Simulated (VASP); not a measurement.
Consider the following.

```xyz
2
Lattice="0.0000 2.4647 2.4647 2.4647 0.0000 2.4647 2.4647 2.4647 0.0000" Properties=species:S:1:pos:R:3 pbc="T T T"
Ag     0.0000     0.0000     0.0000
Cl     2.4647     2.4647     2.4647
```

Method: PBE GGA, VASP's PBE PAW potentials (set 64) (plane waves; VASP). Run with 500 eV cut-off, 9×9×9 Γ-centred mesh, Gaussian smearing of 0.050 eV, potentials Ag Cl.

Task: What does the run give for the energy per atom (σ→0), pressure?

Result: 
| Property | Value |
|---|---|
| energy per atom (σ→0) | -2.032 eV/atom |
| pressure | 44.90 GPa |

Only differences to runs with the same potentials and settings are physical.

The compound is AgCl in the rock salt structure. It was relaxed first under an external pressure of 45 GPa.
